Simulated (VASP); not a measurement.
OSZICAR of a VASP run on CsSnI3 (atoms displaced from the space group 221 structure):

### OSZICAR
```
       N       E                     dE             d eps       ncg     rms          rms(c)
DAV:   1    -0.552511836883E+04   -0.55251E+04   -0.15083E+04   744   0.114E+03
DAV:   2    -0.582291922208E+04   -0.29780E+03   -0.29128E+03   944   0.266E+02
DAV:   3    -0.585823790509E+04   -0.35319E+02   -0.35232E+02   866   0.110E+02
DAV:   4    -0.585936355136E+04   -0.11256E+01   -0.11250E+01  1080   0.231E+01
DAV:   5    -0.170048492790E+02    0.58424E+04   -0.20050E+01   756   0.345E+01    0.804E+00
DAV:   6    -0.168644887269E+02    0.14036E+00   -0.18501E+00   784   0.692E+00    0.607E+00
DAV:   7    -0.168713965428E+02   -0.69078E-02   -0.38444E-01  1030   0.258E+00    0.458E+00
DAV:   8    -0.168747511803E+02   -0.33546E-02   -0.32706E-02   908   0.810E-01    0.285E+00
DAV:   9    -0.168733200457E+02    0.14311E-02   -0.42996E-03   882   0.359E-01    0.162E+00
DAV:  10    -0.168728884684E+02    0.43158E-03   -0.14849E-03   842   0.208E-01    0.876E-01
DAV:  11    -0.168728971940E+02   -0.87256E-05   -0.57770E-04   804   0.124E-01    0.456E-01
DAV:  12    -0.168729533664E+02   -0.56172E-04   -0.22827E-04   952   0.767E-02    0.238E-01
DAV:  13    -0.168729936440E+02   -0.40278E-04   -0.10831E-04   802   0.509E-02    0.127E-01
DAV:  14    -0.168730183952E+02   -0.24751E-04   -0.57910E-05   822   0.357E-02    0.691E-02
DAV:  15    -0.168730323946E+02   -0.13999E-04   -0.30256E-05   812   0.251E-02    0.387E-02
DAV:  16    -0.168730398321E+02   -0.74375E-05   -0.15958E-05   814   0.179E-02    0.225E-02
DAV:  17    -0.168730436363E+02   -0.38042E-05   -0.83755E-06   692   0.128E-02    0.137E-02
DAV:  18    -0.168730455443E+02   -0.19080E-05   -0.45367E-06   678   0.956E-03    0.888E-03
DAV:  19    -0.168730464806E+02   -0.93630E-06   -0.23572E-06   636   0.692E-03
   1 F= -.16873046E+02 E0= -.16873046E+02  d E =-.481519E-19
```

Question: Which electronic solver shows in the log?

Answer: It is blocked Davidson (ALGO = Normal, or the opening steps of other solvers). The INCAR had ALGO = Normal.

Question: Can the final energy be trusted as converged?

Answer: The calculation finished and met its thresholds. It stopped with EDIFF = 1E-6, NELM = 100 (HSE06 screened hybrid, plane waves, VASP's PBE PAW potentials (set 64)).

The structure comes from a computed database's CsSnI3 entry; how it stands against other phases isn't given here. The cell was not relaxed at this level. The run is one of a series of settings (ENCUT = 345 against the base run), some of them coarse on purpose.
